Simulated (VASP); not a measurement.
# CaMg (P-6m2) in VASP: a series of runs, part 2 of 2

VASP 6.6.1. The steps go on from the part before.

## 3. Single point, LDA

This run uses another cell than the first one, of the same volume but with other edges.

The input, INCAR:

```
SYSTEM = CaMg
ALGO = Fast
EDIFF = 1E-6
ENCUT = 520
ISIF = 2
ISMEAR = 0
LASPH = .True.
LCHARG = .False.
LREAL = .False.
LWAVE = .False.
NBANDS = 13
NELM = 100
PREC = Accurate
SIGMA = 0.15
```

The input, KPOINTS:

```
k-points
0
Gamma
  18 18 10
  0 0 0
```

The input, POSCAR:

```
CaMg
1.0
    3.5534139318      0.0000000000      0.0000000000
   -1.7767069659      3.0773467351      0.0000000000
    0.0000000000      0.0000000000      5.9911333246
Ca Mg
1 1
Direct
    0.0000000000      0.0000000000      0.5000000000
    0.6666666667      0.3333333333      0.0000000000
```

Potentials or basis: VASP PAW LDA potentials, release 64 (Ca_sv, Mg).

Command:

```
$ cat potpaw_LDA.64/Ca_sv/POTCAR potpaw_LDA.64/Mg/POTCAR > POTCAR
$ mpirun -np 1 vasp_std > vasp.out
```

OUTCAR:

```text
SYSTEM = CaMg
   EDIFF = 1E-6
   ENCUT = 520
   ISIF = 2
   ISMEAR = 0
   LASPH = .True.
   LREAL = .False.
   NELM = 100
   PREC = Accurate

 ion  position               nearest neighbor table
   1  0.000  0.000  0.500-
   2  0.667  0.333  0.000-

  LATTYP: Found a hexagonal cell.
 ALAT       =     3.5534139318
 C/A-ratio  =     1.6860217919

  Lattice vectors:

 A1 = (   3.5534139318,   0.0000000000,   0.0000000000)
 A2 = (  -1.7767069659,   3.0773467351,   0.0000000000)
 A3 = (   0.0000000000,   0.0000000000,   5.9911333246)

Analysis of symmetry for initial positions (statically):
=====================================================================
 Subroutine PRICEL returns:
 Original cell was already a primitive cell.

 Routine SETGRP: Setting up the symmetry group for a
 hexagonal supercell.

 Subroutine GETGRP returns: Found 12 space group operations
 (whereof 12 operations were pure point group operations)
 out of a pool of 24 trial point group operations.

The static configuration has the point symmetry D_3h.

Analysis of symmetry for dynamics (positions and initial velocities):
=====================================================================
 Subroutine PRICEL returns:
 Original cell was already a primitive cell.

 Routine SETGRP: Setting up the symmetry group for a
 hexagonal supercell.

 Subroutine GETGRP returns: Found 12 space group operations
 (whereof 12 operations were pure point group operations)
 out of a pool of 24 trial point group operations.

The dynamic configuration has the point symmetry D_3h.

 Subroutine INISYM returns: Found 12 space group operations
 (whereof 12 operations are pure point group operations),
 and found     1 'primitive' translations

----------------------------------------------------------------------------------------

                                     Primitive cell

  volume of cell :      65.5136

  direct lattice vectors                    reciprocal lattice vectors
     3.553413932  0.000000000  0.000000000     0.281419508  0.162477629  0.000000000
    -1.776706966  3.077346735  0.000000000     0.000000000  0.324955257  0.000000000
     0.000000000  0.000000000  5.991133325     0.000000000  0.000000000  0.166913328

  length of vectors
     3.553413932  3.553413932  5.991133325     0.324955257  0.324955257  0.166913328

  position of ions in fractional coordinates (direct lattice)
     0.000000000  0.000000000  0.500000000
     0.666666667  0.333333333  0.000000000

  ion indices of the primitive-cell ions
   primitive index   ion index
                 1           1
                 2           2

----------------------------------------------------------------------------------------

 KPOINTS: k-points

Automatic generation of k-mesh.
 Grid dimensions read from file:
 generate k-points for:   18   18   10

 Generating k-lattice:

  Cartesian coordinates                     Fractional coordinates (reciprocal lattice)
     0.015634417  0.009026535  0.000000000     0.055555556  0.000000000  0.000000000
     0.000000000  0.018053070  0.000000000     0.000000000  0.055555556  0.000000000
     0.000000000  0.000000000  0.016691333     0.000000000  0.000000000  0.100000000

  Length of vectors
     0.018053070  0.018053070  0.016691333

  Shift w.r.t. Gamma in fractional coordinates (k-lattice)
     0.000000000  0.000000000  0.000000000

 Subroutine IBZKPT returns following result:
[... 36 lines left out ...]
   ions per type =               1   1
   NGX,Y,Z   is equivalent  to a cutoff of  13.10, 13.10, 13.32 a.u.
   NGXF,Y,Z  is equivalent  to a cutoff of  26.20, 26.20, 26.64 a.u.
 SYSTEM =  CaMg
   PREC   = accura    normal or accurate (medium, high low for compatibility)
   ISTART =      0    job   : 0-new  1-cont  2-samecut
   ICHARG =      2    charge: 1-file 2-atom 10-const
   ISPIN  =      1    spin polarized calculation?
   LNONCOLLINEAR =      F non collinear calculations
   LSORBIT =      F    spin-orbit coupling
   LASPH  =      T    aspherical Exc in radial PAW
   ENCUT  =  520.0 eV  38.22 Ry    6.18 a.u.   6.61  6.61 11.14*2*pi/ulx,y,z
   NELM   =    100;   NELMIN=  2; NELMDL= -5     # of ELM steps
   EDIFF  = 0.1E-05   stopping-criterion for ELM
   LREAL  =      F    real-space projection
   EDIFFG = 0.1E-04   stopping-criterion for IOM
   NSW    =      0    number of steps for IOM
   IBRION =     -1    ionic relax: 0-MD 1-quasi-New 2-CG
   NFREE  =      0    steps in history (QN), initial steepest desc. (CG)
   ISIF   =      2    stress and relaxation
   ISYM   =      2    0-nonsym 1-usesym 2-fastsym
   POTIM  = 0.5000    time-step for ionic-motion
   TEBEG  =    0.0;   TEEND  =   0.0 temperature during run
   PSTRESS=    0.0 pullay stress
   NELECT =      12.0000    total number of electrons
   NUPDOWN=      -1.0000    fix difference up-down
   EMIN   =  10.00;   EMAX   =-10.00  energy-range for DOS
   EFERMI =   0.00;   METHOD = LEGACY
   ISMEAR =     0;   SIGMA  =   0.15  broadening in eV -4-tet -1-fermi 0-gaus
   EFERMI_NEDOS =   21; number of points for ismear=-14 and -15
   IALGO  =     68    algorithm
   IMIX   =      4    mixing-type and parameters
     AMIX     =   0.40;   BMIX     =  1.00
     AMIX_MAG =   1.60;   BMIX_MAG =  1.00
  volume/ion in A,a.u.               =      32.76       221.05
  Fermi-wavevector in a.u.,A,eV,Ry     =   0.929733  1.756940 11.760919  0.864403
  Thomas-Fermi vector in A             =   2.056047
   LORBIT       =      0    0 simple, 1 ext, 2 COOP (PROOUT), +10 PAW based schemes
   GGA     = CA    functional components
   LHFCALC =     F    Hartree Fock is set to
   AEXX    =    0.0000 exact exchange contribution
   IVDW    =     0    specifies the selected vdW correction
   LEPSILON=     F    determine dielectric tensor
   LRPA    =     F    only Hartree local field effects (RPA)
 non-spin polarized calculation
 RMM-DIIS sequential band-by-band and
 Gauss-broadening in eV      SIGMA  =   0.15
  energy-cutoff  :      520.00
  volume of cell :       65.51
 maximum number of plane-waves:      1804
 NGX is ok and might be reduce to    28

 number of electron      12.0000001 magnetization

 Free energy of the ion-electron system (eV)
  ---------------------------------------------------
  ext. energy  EPLUGINS =         0.00000000
  ---------------------------------------------------
  free energy    TOTEN  =        -3.87857775 eV

  energy without entropy =       -3.86163986  energy(sigma->0) =       -3.87010880

 E-fermi :   1.9192     XC(G=0):  -8.2189

 val. band max:        1.9068419028   @ k =   0.3333   0.1667   0.1000
 cond. band min:       1.9269920418   @ k =   0.2222   0.1667   0.0000
 fundamental gap:      0.0201501390
 Fermi energy:         1.9191623309

 k-point     1 :       0.0000    0.0000    0.0000
  band No.  band energies     occupation
      1     -39.3166      2.00000
      2     -20.6020      2.00000
      3     -20.4901      2.00000
      4     -20.4901      2.00000
      5      -3.2361      2.00000
      6       0.6285      2.00000
      7       1.1986      2.00000
      8       4.4889      0.00000
      9       4.4889      0.00000
     10       5.7627      0.00000
     11       5.8941      0.00000
     12       5.8941      0.00000
     13      11.7151      0.00000
[... 354 lines left out ...]
  band No.  band energies     occupation
      1     -39.2822      2.00000
      2     -20.7610      2.00000
      3     -20.5765      2.00000
      4     -20.5577      2.00000
      5      -0.0181      2.00000
      6       1.4902      1.99995
      7       2.2427      0.00229
      8       2.6427      0.00000
      9       4.6088      0.00000
     10       4.8495      0.00000
     11       5.9166      0.00000
     12       6.2969      0.00000
     13       7.0041      0.00000

 [... further k-points ...]

------------------------ aborting loop because EDIFF is reached ----------------------------------------

  FORCE on cell =-STRESS in cart. coord.  units (eV):
  Direction    XX          YY          ZZ          XY          YZ          ZX
  --------------------------------------------------------------------------------------
  -------------------------------------------------------------------------------------
  Total       -0.3389472     -0.3389472     -1.9589517      0.0000000     -0.0000000      0.0000000
  in kB       -8.2891763     -8.2891763    -47.9074550      0.0000000     -0.0000000      0.0000000
  external PRESSURE =     -21.4952692 kB  Pullay stress =       0.0000000 kB

 VOLUME and BASIS-vectors are now :
 -----------------------------------------------------------------------------
  energy-cutoff  :      520.00
  volume of cell :       65.51
      direct lattice vectors                 reciprocal lattice vectors
     3.553413932  0.000000000  0.000000000     0.281419508  0.162477629  0.000000000
    -1.776706966  3.077346735  0.000000000     0.000000000  0.324955257  0.000000000
     0.000000000  0.000000000  5.991133325     0.000000000  0.000000000  0.166913328

 POSITION                                       TOTAL-FORCE (eV/Angst)
 -----------------------------------------------------------------------------------
      0.00000      0.00000      2.99557        -0.000000     -0.000000      0.000000
      1.77671      1.02578      0.00000         0.000000      0.000000      0.000000
 -----------------------------------------------------------------------------------
    total drift:                                0.000000     -0.000000      0.000000

  FREE ENERGIE OF THE ION-ELECTRON SYSTEM (eV)
  ---------------------------------------------------
  free  energy   TOTEN  =        -3.8785777488 eV

  energy  without entropy=       -3.8616398589  energy(sigma->0) =       -3.87010880
```

stdout:

```text
POSCAR found type information on POSCAR CaMg
 POSCAR found :  2 types and       2 ions
 scaLAPACK will be used
 LDA part: xc-table for (Slater(with rela. corr.)+CA(PZ))
 , standard interpolation
 POSCAR, INCAR and KPOINTS ok, starting setup
 FFT: planning ... GRIDC
 FFT: planning ... GRID_SOFT
 FFT: planning ... GRID
 WAVECAR not read
 entering main loop
WARNING in EDDRMM: call to ZHEGV failed, returncode =   8  4      6
WARNING in EDDRMM: call to ZHEGV failed, returncode =   6  3     12
```

Wall time 89 s (1 thread of AMD EPYC 9R45 (Zen 5), shared host); peak memory 0.3 GiB.

What came out:

```yaml
Free_energy: -3.8786 eV
Pressure: -2.1 GPa
Band_gap_on_the_k_mesh: none (metal or under the smearing width)
```

## 4. Single point, LDA

This run uses another cell than the first one, of the same volume but with other edges.

The input, INCAR:

```
SYSTEM = CaMg
PREC = Accurate
ENCUT = 520
EDIFF = 1E-7
ISMEAR = 0
SIGMA = 0.15
LREAL = .False.
LASPH = .True.
NELM = 80
ALGO = Fast
ISIF = 2
LWAVE = .False.
LCHARG = .True.
GGA = CA
LELF = .True.
LVHAR = .True.
NBANDS = 13
```

The input, KPOINTS:

```
regular mesh
0
Gamma
  18 18 10
  0 0 0
```

The input, POSCAR:

```
CaMg
1.0
    3.8723124030      0.0000000000      0.0000000000
   -1.9361562015      3.3535209124      0.0000000000
    0.0000000000      0.0000000000      5.0449842108
Ca Mg
1 1
Direct
    0.0000000000      0.0000000000      0.5000000000
    0.6666666667      0.3333333333      0.0000000000
```

Potentials or basis: VASP PAW LDA potentials, release 64 (Ca_sv, Mg).

Command:

```
$ cat potpaw_LDA.64/Ca_sv/POTCAR potpaw_LDA.64/Mg/POTCAR > POTCAR
$ mpirun -np 1 vasp_std > vasp.out
```

OUTCAR:

```text
SYSTEM = CaMg
   PREC = Accurate
   ENCUT = 520
   EDIFF = 1E-7
   ISMEAR = 0
   LREAL = .False.
   LASPH = .True.
   NELM = 80
   ISIF = 2
   GGA = CA

 ion  position               nearest neighbor table
   1  0.000  0.000  0.500-   2 3.37   2 3.37   2 3.37   2 3.37   2 3.37   2 3.37
   2  0.667  0.333  0.000-   1 3.37   1 3.37   1 3.37   1 3.37   1 3.37   1 3.37

  LATTYP: Found a hexagonal cell.
 ALAT       =     3.8723124030
 C/A-ratio  =     1.3028350210

  Lattice vectors:

 A1 = (   3.8723124030,   0.0000000000,   0.0000000000)
 A2 = (  -1.9361562015,   3.3535209124,   0.0000000000)
 A3 = (   0.0000000000,   0.0000000000,   5.0449842108)

Analysis of symmetry for initial positions (statically):
=====================================================================
 Subroutine PRICEL returns:
 Original cell was already a primitive cell.

 Routine SETGRP: Setting up the symmetry group for a
 hexagonal supercell.

 Subroutine GETGRP returns: Found 12 space group operations
 (whereof 12 operations were pure point group operations)
 out of a pool of 24 trial point group operations.

The static configuration has the point symmetry D_3h.
[... 177 lines left out ...]
      5      -3.2189      2.00000
      6       1.8038      1.65705
      7       2.5657      0.00000
      8       4.2563      0.00000
      9       4.2563      0.00000
     10       5.3800      0.00000
     11       5.3800      0.00000
     12       7.4328      0.00000
     13       9.4971      0.00000
[... 354 lines left out ...]
  band No.  band energies     occupation
      1     -39.3255      2.00000
      2     -20.6890      2.00000
      3     -20.6470      2.00000
      4     -20.6089      2.00000
      5      -0.5245      2.00000
      6       0.8784      2.00000
      7       2.6229      0.00000
      8       2.7345      0.00000
      9       4.5307      0.00000
     10       5.3690      0.00000
     11       5.9541      0.00000
     12       6.4716      0.00000
     13       6.4965      0.00000

 [... further k-points ...]

------------------------ aborting loop because EDIFF is reached ----------------------------------------

  FORCE on cell =-STRESS in cart. coord.  units (eV):
  Direction    XX          YY          ZZ          XY          YZ          ZX
  --------------------------------------------------------------------------------------
  -------------------------------------------------------------------------------------
  Total       -0.8151175     -0.8151175      0.1608581      0.0000000     -0.0000000      0.0000000
  in kB      -19.9342343    -19.9342343      3.9338908      0.0000000     -0.0000000      0.0000000
  external PRESSURE =     -11.9781926 kB  Pullay stress =       0.0000000 kB

 VOLUME and BASIS-vectors are now :
 -----------------------------------------------------------------------------
  energy-cutoff  :      520.00
  volume of cell :       65.51
      direct lattice vectors                 reciprocal lattice vectors
     3.872312403  0.000000000  0.000000000     0.258243627  0.149097028  0.000000000
    -1.936156202  3.353520912  0.000000000     0.000000000  0.298194055  0.000000000
     0.000000000  0.000000000  5.044984211     0.000000000  0.000000000  0.198216676

 POSITION                                       TOTAL-FORCE (eV/Angst)
 -----------------------------------------------------------------------------------
      0.00000      0.00000      2.52249         0.000000      0.000000      0.000000
      1.93616      1.11784      0.00000        -0.000000     -0.000000      0.000000
 -----------------------------------------------------------------------------------
    total drift:                                0.000000     -0.000000     -0.000000

  FREE ENERGIE OF THE ION-ELECTRON SYSTEM (eV)
  ---------------------------------------------------
  free  energy   TOTEN  =        -3.8852901931 eV

  energy  without entropy=       -3.8667951629  energy(sigma->0) =       -3.87604268
```

OSZICAR:

```text
N       E                     dE             d eps       ncg     rms          rms(c)
DAV:   1     0.748624087993E+02    0.74862E+02   -0.56795E+03  5772   0.781E+02
DAV:   2    -0.618020235092E-01   -0.74924E+02   -0.73720E+02  6667   0.210E+02
DAV:   3    -0.392137116223E+01   -0.38596E+01   -0.38209E+01 10952   0.370E+01
DAV:   4    -0.399752004373E+01   -0.76149E-01   -0.76054E-01  6835   0.477E+00
DAV:   5    -0.399927364655E+01   -0.17536E-02   -0.17533E-02  8650   0.572E-01    0.249E+00
RMM:   6    -0.390998258233E+01    0.89291E-01   -0.75918E-02  6772   0.172E+00    0.158E+00
RMM:   7    -0.390014834773E+01    0.98342E-02   -0.48132E-02  7552   0.150E+00    0.592E-01
RMM:   8    -0.389894187463E+01    0.12065E-02   -0.10805E-02  7895   0.116E+00    0.453E-02
RMM:   9    -0.389908592600E+01   -0.14405E-03   -0.24542E-03  9158   0.453E-01    0.247E-02
RMM:  10    -0.389911058441E+01   -0.24658E-04   -0.46879E-04  8867   0.198E-01    0.140E-02
RMM:  11    -0.389911453389E+01   -0.39495E-05   -0.16512E-04  9170   0.103E-01    0.290E-03
RMM:  12    -0.389912000019E+01   -0.54663E-05   -0.46536E-05  9575   0.520E-02    0.382E-03
RMM:  13    -0.389912132135E+01   -0.13212E-05   -0.11733E-05  9638   0.199E-02    0.816E-04
RMM:  14    -0.389912175723E+01   -0.43588E-06   -0.34787E-06  9466   0.984E-03    0.101E-03
RMM:  15    -0.389912187531E+01   -0.11809E-06   -0.11093E-06  7913   0.458E-03    0.154E-04
RMM:  16    -0.405195611957E+01   -0.15283E+00   -0.15283E+00  7031   0.261E-03    0.259E-02
RMM:  17    -0.388529014883E+01    0.16667E+00   -0.16481E-07  6416   0.185E-03    0.516E-03
RMM:  18    -0.388529019309E+01   -0.44256E-07   -0.94140E-08  5752   0.146E-03
   1 F= -.38852902E+01 E0= -.38760427E+01  d E =-.184950E-01
```

Run time: 1.8 min. Hardware: 1 thread of AMD EPYC 9R45 (Zen 5), shared host; peak memory 0.3 GiB.

Results:

| Quantity | Value |
| --- | --- |
| Free energy | -3.8853 eV |
| Pressure | -1.2 GPa |
| Band gap on the k mesh | none (metal or under the smearing width) |

Stress tensor (GPa, compression positive):
```
-1.99  0.00  0.00
 0.00 -1.99  0.00
 0.00  0.00  0.39
```
